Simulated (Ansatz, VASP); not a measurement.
## NaB: VASP beside Ansatz

```
Na B
1.0
     0.00000    2.68387    2.68387
     2.68387    0.00000    2.68387
     2.68387    2.68387    0.00000
Na B
1 1
Direct
  0.00000 0.00000 0.00000
  0.50000 0.50000 0.50000
```

Alike in both runs: task single point; functional PBE; k mesh 8 × 8 × 8; occupations gaussian, width 0.1 eV; no spin polarisation.

|  | VASP | Ansatz |
| --- | --- | --- |
| version | VASP 6.6.1 | Ansatz 0.2.0 |
| potentials or method | VASP PAW PBE potentials, release 64 (Na_pv, B) | scalar-relativistic, plane waves, PAW |
| plane-wave cutoff (eV) | 520 | 490 |
| valence electrons in the cell | 10 | 12 |

```csv
,VASP,Ansatz,Ansatz less VASP
gap on the k mesh at the Fermi level (eV),none,none,-
pressure (GPa),0.1,0.1,-0.04
```

A gap of «none» marks a metal or a gap that the smearing closes. The two sets of potentials don't hold the same shells in valence.
